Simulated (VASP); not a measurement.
All values below come from PBE GGA, VASP's PBE PAW potentials (set 64) (plane waves; VASP).

Input for VASP

**INCAR**
```
PREC = Accurate
LMAXMIX = 4   ! l cut-off of mixed one-centre charges
ALGO = Normal   ! blocked Davidson
NELM = 100   ! most electronic steps
SYSTEM = SnO
NSW = 1
LEPSILON = .TRUE.
ENCUT = 520   ! plane-wave cut-off (eV)
LWAVE = .FALSE.
GGA = PE
LASPH = .TRUE.
ISMEAR = 0   ! Gaussian
EDIFF = 1E-8   ! SCF stop (eV)
IBRION = 8   ! DFPT with symmetry
LCHARG = .FALSE.
LREAL = .FALSE.
SIGMA = 0.01   ! width (eV)
```

POSCAR:
```
SnO
3.8677920
  0.9999999415   0.0000000000   0.0000000000
  0.0000000000   0.9999999415   0.0000000000
  0.0000000000   0.0000000000   1.3063374516
Sn O
2 2
Cartesian
  0.4999999707   0.0000000000   1.0056487038
  0.9999999415   0.4999999707   0.3006887478
  0.4999999707   0.4999999707   1.3063374516
  0.0000000000   0.9999999415   1.3063374516
```

**KPOINTS**
```
Automatic
0
Gamma
10 10 8
0 0 0
```

POTCAR, in this order: Sn_d O (PBE.64 set). Program: vasp_std.

Output

**OUTCAR**
```
 ion  position               nearest neighbor table
   1  0.500  0.000  0.770-   3 2.26   4 2.26   3 2.26   4 2.26   2 3.59   2 3.59   2 3.59   2 3.59
  LATTYP: Found a simple tetragonal cell.
 ALAT       =     3.8677917736
 C/A-ratio  =     1.3063375280
 Subroutine PRICEL returns:
 Original cell was already a primitive cell.
 Subroutine GETGRP returns: Found 16 space group operations
The static configuration has the point symmetry D_2d.
 The point group associated with its full space group is D_4h.
The dynamic configuration has the point symmetry D_2d.
 Subroutine INISYM returns: Found 16 space group operations
 Subroutine IBZKPT returns following result:
 Found    105 irreducible k-points:

 Following reciprocal coordinates:
            Coordinates               Weight
  0.000000  0.000000  0.000000      1.000000
  0.100000  0.000000  0.000000      4.000000
  0.200000  0.000000  0.000000      4.000000
  0.300000  0.000000  0.000000      4.000000
  0.400000  0.000000  0.000000      4.000000
  0.500000  0.000000  0.000000      2.000000
  0.100000  0.100000  0.000000      4.000000
  0.200000  0.100000  0.000000      8.000000
  0.300000  0.100000  0.000000      8.000000
  0.400000  0.100000  0.000000      8.000000
  0.500000  0.100000  0.000000      4.000000
  0.200000  0.200000  0.000000      4.000000
  0.300000  0.200000  0.000000      8.000000
  0.400000  0.200000  0.000000      8.000000
  0.500000  0.200000  0.000000      4.000000
  0.300000  0.300000  0.000000      4.000000
  0.400000  0.300000  0.000000      8.000000
  0.500000  0.300000  0.000000      4.000000
  0.400000  0.400000  0.000000      4.000000
  0.500000  0.400000  0.000000      4.000000
  0.500000  0.500000  0.000000      1.000000
  0.000000  0.000000  0.125000      2.000000
  0.100000  0.000000  0.125000      8.000000
  0.200000  0.000000  0.125000      8.000000
  0.300000  0.000000  0.125000      8.000000
  0.400000  0.000000  0.125000      8.000000
  0.500000  0.000000  0.125000      4.000000
  0.100000  0.100000  0.125000      8.000000
  0.200000  0.100000  0.125000     16.000000
  0.300000  0.100000  0.125000     16.000000
  0.400000  0.100000  0.125000     16.000000
  0.500000  0.100000  0.125000      8.000000
  0.200000  0.200000  0.125000      8.000000
  0.300000  0.200000  0.125000     16.000000
  0.400000  0.200000  0.125000     16.000000
  0.500000  0.200000  0.125000      8.000000
  0.300000  0.300000  0.125000      8.000000
  0.400000  0.300000  0.125000     16.000000
  0.500000  0.300000  0.125000      8.000000
  0.400000  0.400000  0.125000      8.000000
 Subroutine IBZKPT_HF returns following result:
   k-points           NKPTS =    105   k-points in BZ     NKDIM =    105   number of bands    NBANDS=     24
   number of dos      NEDOS =    301   number of ions     NIONS =      4
   total plane-waves  NPLWV =  36000
   dimension x,y,z NGX =    30 NGY =   30 NGZ =   40
   dimension x,y,z NGXF=    60 NGYF=   60 NGZF=   80
   ions per type =               2   2
   PREC   = accura    normal or accurate (medium, high low for compatibility)
   ISTART =      0    job   : 0-new  1-cont  2-samecut
   ICHARG =      2    charge: 1-file 2-atom 10-const
   ISPIN  =      1    spin polarized calculation?
   LNONCOLLINEAR =      F non collinear calculations
   LSORBIT =      F    spin-orbit coupling
   INIWAV =      1    electr: 0-lowe 1-rand  2-diag
   ENCUT  =  520.0 eV  38.22 Ry    6.18 a.u.   7.19  7.19  9.39*2*pi/ulx,y,z
   NELM   =    100;   NELMIN=  2; NELMDL= -5     # of ELM steps
   EDIFF  = 0.1E-07   stopping-criterion for ELM
   LREAL  =      F    real-space projection
...
```

**OSZICAR**
```
...
RMM:   2    -0.124374048581E+01   -0.10812E+01   -0.30053E-01  9227   0.249E+00    0.164E+00
RMM:   3    -0.123181336097E+01    0.11927E-01   -0.38037E-02  8231   0.162E+00    0.948E-01
RMM:   4    -0.129223379696E+01   -0.60420E-01   -0.63701E-02  9271   0.163E+00    0.193E-01
RMM:   5    -0.130332569388E+01   -0.11092E-01   -0.69494E-03  8627   0.456E-01    0.856E-02
RMM:   6    -0.131426777940E+01   -0.10942E-01   -0.12045E-03  9508   0.175E-01    0.215E-02
RMM:   7    -0.131496619102E+01   -0.69841E-03   -0.89035E-05  9453   0.436E-02    0.121E-02
RMM:   8    -0.131610047005E+01   -0.11343E-02   -0.62327E-05  8121   0.280E-02    0.148E-03
RMM:   9    -0.131617120135E+01   -0.70731E-04    0.13622E-05  9563   0.858E-03    0.130E-03
RMM:  10    -0.131623411601E+01   -0.62915E-04   -0.22776E-05  8671   0.350E-03    0.304E-04
RMM:  11    -0.131621368528E+01    0.20431E-04   -0.11068E-06  9276   0.154E-03    0.277E-04
RMM:  12    -0.131622374588E+01   -0.10061E-04   -0.17340E-06  9497   0.643E-04    0.653E-05
RMM:  13    -0.131622339057E+01    0.35532E-06    0.31635E-06  8757   0.329E-04    0.236E-05
RMM:  14    -0.131622186149E+01    0.15291E-05    0.80719E-08  6374   0.245E-04    0.105E-05
RMM:  15    -0.131622197397E+01   -0.11249E-06   -0.63630E-07  3412   0.194E-04    0.438E-06
 Linear response DOF=           4
 Linear response progress:
  Degree of freedom:   1/  4
       N       E                     dE             d eps       ncg     rms          rms(c)
RMM:   1    -0.211234341092E+00   -0.21123E+00    0.69478E-01 16137   0.119E+01
RMM:   2    -0.217363164161E+00   -0.61288E-02   -0.18354E-02 21279   0.108E+00    0.771E-02
RMM:   3    -0.217258386466E+00    0.10478E-03   -0.13873E-03 22678   0.266E-01    0.396E-02
RMM:   4    -0.216983898450E+00    0.27449E-03   -0.15179E-04 23201   0.810E-02    0.163E-02
RMM:   5    -0.216910765010E+00    0.73133E-04   -0.56543E-05 23205   0.283E-02    0.567E-03
RMM:   6    -0.216922800439E+00   -0.12035E-04   -0.33289E-05 24698   0.964E-03    0.242E-03
RMM:   7    -0.216937764531E+00   -0.14964E-04   -0.11320E-05 23491   0.347E-03    0.287E-04
RMM:   8    -0.216936001862E+00    0.17627E-05   -0.51501E-06 24754   0.150E-03    0.972E-05
RMM:   9    -0.216936610494E+00   -0.60863E-06   -0.22918E-06 25006   0.711E-04    0.473E-05
RMM:  10    -0.216937592004E+00   -0.98151E-06   -0.12900E-06 24734   0.421E-04    0.231E-05
RMM:  11    -0.216937499847E+00    0.92157E-07   -0.79790E-07 25864   0.277E-04    0.644E-06
RMM:  12    -0.216937564714E+00   -0.64867E-07   -0.44394E-07 25317   0.212E-04    0.503E-06
RMM:  13    -0.216937568642E+00   -0.39273E-08   -0.22063E-07 26032   0.173E-04    0.281E-06
RMM:  14    -0.216937593449E+00   -0.24807E-07   -0.17425E-07 26027   0.152E-04    0.144E-06
RMM:  15    -0.216937613162E+00   -0.19714E-07   -0.11209E-07 26468   0.139E-04    0.511E-07
RMM:  16    -0.216937616519E+00   -0.33565E-08   -0.88674E-08 22534   0.131E-04    0.488E-07
 Linear response progress:
  Degree of freedom:   2/  4
       N       E                     dE             d eps       ncg     rms          rms(c)
RMM:   1    -0.217304079927E+00   -0.21730E+00    0.10193E+00  6639   0.133E+01
RMM:   2    -0.222743144865E+00   -0.54391E-02   -0.19393E-02  8403   0.126E+00    0.124E-01
RMM:   3    -0.222080149161E+00    0.66300E-03   -0.26076E-03  9162   0.401E-01    0.658E-02
RMM:   4    -0.221435520344E+00    0.64463E-03   -0.39283E-04  9241   0.153E-01    0.240E-02
RMM:   5    -0.221235440180E+00    0.20008E-03    0.47227E-04  9831   0.500E-02    0.109E-02
RMM:   6    -0.221278503335E+00   -0.43063E-04    0.34818E-05  8864   0.200E-02    0.415E-03
RMM:   7    -0.221299953863E+00   -0.21451E-04    0.68040E-06  9795   0.867E-03    0.251E-03
RMM:   8    -0.221309188346E+00   -0.92345E-05    0.28361E-06  8643   0.403E-03    0.821E-04
RMM:   9    -0.221315859054E+00   -0.66707E-05    0.23455E-06  9774   0.178E-03    0.175E-04
RMM:  10    -0.221317742991E+00   -0.18839E-05   -0.15069E-06  9590   0.722E-04    0.580E-05
RMM:  11    -0.221317702160E+00    0.40831E-07   -0.48005E-07 10088   0.387E-04    0.171E-05
RMM:  12    -0.221317901599E+00   -0.19944E-06   -0.70130E-07  9690   0.241E-04    0.791E-06
RMM:  13    -0.221317960783E+00   -0.59184E-07   -0.58329E-07 10525   0.178E-04    0.702E-06
RMM:  14    -0.221317995857E+00   -0.35074E-07   -0.35689E-07  9811   0.148E-04    0.168E-06
RMM:  15    -0.221317983133E+00    0.12724E-07   -0.27743E-07 10370   0.131E-04    0.323E-06
RMM:  16    -0.221317980162E+00    0.29711E-08   -0.76983E-08  8688   0.123E-04    0.379E-06
 Linear response progress:
  Degree of freedom:   3/  4
       N       E                     dE             d eps       ncg     rms          rms(c)
RMM:   1    -0.374601381980E+00   -0.37460E+00    0.38016E-01 22305   0.350E+00
RMM:   2    -0.365964108989E+00    0.86373E-02   -0.11601E-02 18489   0.871E-01    0.120E-01
RMM:   3    -0.367661464156E+00   -0.16974E-02   -0.14498E-03 21772   0.259E-01    0.638E-02
RMM:   4    -0.369265478266E+00   -0.16040E-02   -0.51892E-04 21300   0.141E-01    0.156E-02
RMM:   5    -0.369300030317E+00   -0.34552E-04   -0.16429E-05 22567   0.309E-02    0.529E-03
RMM:   6    -0.369297723923E+00    0.23064E-05   -0.19562E-06 22698   0.100E-02    0.151E-03
RMM:   7    -0.369290333618E+00    0.73903E-05   -0.24943E-07 23109   0.278E-03    0.241E-04
RMM:   8    -0.369291474276E+00   -0.11407E-05   -0.73168E-08 23124   0.878E-04    0.112E-04
RMM:   9    -0.369291938237E+00   -0.46396E-06   -0.74655E-08 23252   0.341E-04    0.536E-05
RMM:  10    -0.369292176431E+00   -0.23819E-06   -0.10234E-08 23151   0.197E-04    0.120E-05
RMM:  11    -0.369292127797E+00    0.48634E-07   -0.13906E-07 24664   0.122E-04    0.698E-06
RMM:  12    -0.369292111375E+00    0.16422E-07   -0.15910E-07 23515   0.101E-04    0.235E-06
RMM:  13    -0.369292095188E+00    0.16187E-07   -0.80429E-08 23920   0.937E-05    0.828E-07
RMM:  14    -0.369292096442E+00   -0.12537E-08   -0.14883E-07 17600   0.901E-05    0.280E-07
RMM:  15    -0.369292097660E+00   -0.12184E-08   -0.98076E-08 14173   0.895E-05    0.993E-08
 Linear response progress:
  Degree of freedom:   4/  4
       N       E                     dE             d eps       ncg     rms          rms(c)
RMM:   1    -0.379311042049E+00   -0.37931E+00    0.39633E-01 16556   0.348E+00
RMM:   2    -0.370895137064E+00    0.84159E-02   -0.11083E-02 13118   0.816E-01    0.120E-01
RMM:   3    -0.372207094762E+00   -0.13120E-02   -0.13978E-03 15547   0.250E-01    0.605E-02
RMM:   4    -0.373614704840E+00   -0.14076E-02   -0.55764E-04 14962   0.138E-01    0.140E-02
RMM:   5    -0.373637440286E+00   -0.22735E-04   -0.31114E-05 14713   0.407E-02    0.399E-03
RMM:   6    -0.373638200359E+00   -0.76007E-06   -0.44373E-06 16454   0.136E-02    0.190E-03
RMM:   7    -0.373633625181E+00    0.45752E-05   -0.16327E-06 14311   0.539E-03    0.449E-04
RMM:   8    -0.373637667939E+00   -0.40428E-05   -0.39493E-07 16270   0.187E-03    0.273E-04
RMM:   9    -0.373639093746E+00   -0.14258E-05   -0.34860E-07 15034   0.759E-04    0.124E-04
RMM:  10    -0.373639496541E+00   -0.40280E-06   -0.14973E-07 15792   0.369E-04    0.376E-05
RMM:  11    -0.373639515468E+00   -0.18927E-07   -0.24205E-08 16222   0.200E-04    0.167E-05
RMM:  12    -0.373639560366E+00   -0.44898E-07   -0.13275E-07 16026   0.129E-04    0.648E-06
RMM:  13    -0.373639605140E+00   -0.44774E-07    0.24219E-08 17391   0.962E-05    0.239E-06
RMM:  14    -0.373639613774E+00   -0.86334E-08   -0.11458E-07 16825   0.844E-05    0.780E-07
RMM:  15    -0.373639614412E+00   -0.63830E-09   -0.40804E-08 15339   0.802E-05    0.267E-07
 Linear response finished
```

**OUTCAR**
```
------------------------ aborting loop because EDIFF is reached ----------------------------------------

 HEAD OF MICROSCOPIC STATIC DIELECTRIC TENSOR (INDEPENDENT PARTICLE, excluding Hartree and local field effects)
 ------------------------------------------------------
           7.949743     0.000000     0.000000
           0.000000     7.949743     0.000000
          -0.000000     0.000000     7.006740
 ------------------------------------------------------

 MACROSCOPIC STATIC DIELECTRIC TENSOR (including local field effects in DFT)
 ------------------------------------------------------
           7.397012     0.000000    -0.000000
           0.000000     7.397012     0.000000
          -0.000000     0.000000     6.806561
 ------------------------------------------------------

 PIEZOELECTRIC TENSOR (including local field effects)  for field in x, y, z        (e  Angst)
          XX          YY          ZZ          XY          YZ          ZX
  --------------------------------------------------------------------------------
  x    -0.00000     0.00000     0.00000     0.00000     0.00000     0.00000
  y     0.00000     0.00000    -0.00000     0.00000     0.00000     0.00000
  z     0.00000     0.00000     0.00000     0.00000     0.00000     0.00000

 PIEZOELECTRIC TENSOR (including local field effects)  for field in x, y, z        (C/m^2)
          XX          YY          ZZ          XY          YZ          ZX
  --------------------------------------------------------------------------------
  x    -0.00000     0.00000     0.00000     0.00000     0.00000     0.00000
  y     0.00000     0.00000    -0.00000     0.00000     0.00000     0.00000
  z     0.00000     0.00000     0.00000     0.00000     0.00000     0.00000

 BORN EFFECTIVE CHARGES (including local field effects) (in |e|, cummulative output)
 ---------------------------------------------------------------------------------
 ion    1
    1     3.04030     0.00000     0.00000
    2     0.00000     3.04030     0.00000
    3     0.00000     0.00000     2.75346
 ion    2
    1     3.04030     0.00000    -0.00000
    2     0.00000     3.04030     0.00000
    3     0.00000     0.00000     2.75346
 ion    3
    1    -3.04030     0.00000    -0.00000
    2     0.00000    -3.04030     0.00000
    3     0.00000     0.00000    -2.75346
 ion    4
    1    -3.04030     0.00000     0.00000
    2     0.00000    -3.04030     0.00000
    3     0.00000     0.00000    -2.75346

   1 f  =   12.983818 THz    81.579736 2PiTHz  433.093557 cm-1    53.696733 meV
             X         Y         Z           dx          dy          dz
      1.933896  0.000000  3.889640    -0.029502   -0.005430   -0.000000
      0.000000  1.933896  1.163002     0.029502    0.005430    0.000000
      1.933896  1.933896  0.000000    -0.694799    0.127886    0.000000
      0.000000  0.000000  0.000000     0.694799   -0.127886    0.000000

   2 f  =   12.983818 THz    81.579736 2PiTHz  433.093557 cm-1    53.696733 meV
             X         Y         Z           dx          dy          dz
      1.933896  0.000000  3.889640     0.005430   -0.029502    0.000000
      0.000000  1.933896  1.163002    -0.005430    0.029502    0.000000
      1.933896  1.933896  0.000000     0.127886    0.694799   -0.000000
      0.000000  0.000000  0.000000    -0.127886   -0.694799   -0.000000

   3 f  =   11.128390 THz    69.921739 2PiTHz  371.203146 cm-1    46.023304 meV
             X         Y         Z           dx          dy          dz
      1.933896  0.000000  3.889640    -0.000000   -0.000000   -0.243305
      0.000000  1.933896  1.163002    -0.000000   -0.000000   -0.243305
      1.933896  1.933896  0.000000     0.000000    0.000000    0.663930
      0.000000  0.000000  0.000000    -0.000000   -0.000000    0.663930

   4 f  =    9.862238 THz    61.966268 2PiTHz  328.968844 cm-1    40.786920 meV
             X         Y         Z           dx          dy          dz
      1.933896  0.000000  3.889640    -0.000000   -0.000000   -0.000000
      0.000000  1.933896  1.163002    -0.000000   -0.000000   -0.000000
      1.933896  1.933896  0.000000     0.000000    0.000000    0.707107
      0.000000  0.000000  0.000000     0.000000    0.000000   -0.707107

   5 f  =    7.310331 THz    45.932167 2PiTHz  243.846408 cm-1    30.233088 meV
             X         Y         Z           dx          dy          dz
      1.933896  0.000000  3.889640    -0.158896    0.182357    0.000000
      0.000000  1.933896  1.163002    -0.158896    0.182357    0.000000
      1.933896  1.933896  0.000000     0.436508   -0.500958    0.000000
      0.000000  0.000000  0.000000     0.436508   -0.500958    0.000000

   6 f  =    7.310331 THz    45.932167 2PiTHz  243.846408 cm-1    30.233088 meV
             X         Y         Z           dx          dy          dz
      1.933896  0.000000  3.889640     0.182357    0.158896    0.000000
      0.000000  1.933896  1.163002     0.182357    0.158896   -0.000000
      1.933896  1.933896  0.000000    -0.500958   -0.436508    0.000000
      0.000000  0.000000  0.000000    -0.500958   -0.436508   -0.000000

   7 f  =    6.021754 THz    37.835798 2PiTHz  200.864101 cm-1    24.903963 meV
             X         Y         Z           dx          dy          dz
      1.933896  0.000000  3.889640    -0.000000   -0.000000    0.707107
      0.000000  1.933896  1.163002    -0.000000    0.000000   -0.707107
      1.933896  1.933896  0.000000     0.000000    0.000000   -0.000000
      0.000000  0.000000  0.000000     0.000000    0.000000   -0.000000

   8 f  =    3.139139 THz    19.723790 2PiTHz  104.710394 cm-1    12.982428 meV
             X         Y         Z           dx          dy          dz
      1.933896  0.000000  3.889640    -0.699586    0.098382    0.000000
      0.000000  1.933896  1.163002     0.699586   -0.098382   -0.000000
      1.933896  1.933896  0.000000     0.029705    0.004177    0.000000
      0.000000  0.000000  0.000000    -0.029705   -0.004177   -0.000000

   9 f  =    3.139139 THz    19.723790 2PiTHz  104.710394 cm-1    12.982428 meV
             X         Y         Z           dx          dy          dz
      1.933896  0.000000  3.889640     0.098382    0.699586    0.000000
      0.000000  1.933896  1.163002    -0.098382   -0.699586   -0.000000
      1.933896  1.933896  0.000000    -0.004177    0.029705    0.000000
...
```
(Selected blocks of OUTCAR.)

The dielectric response may not be converged in the k-mesh; for small gaps it tends to come out too large. Without a dispersion term in the relaxation, distances and binding between the weakly bound layers, chains or molecules are unreliable, and so is what depends on them.

The compound is SnO in the litharge structure. It was relaxed first, which changed the volume by +8 %.
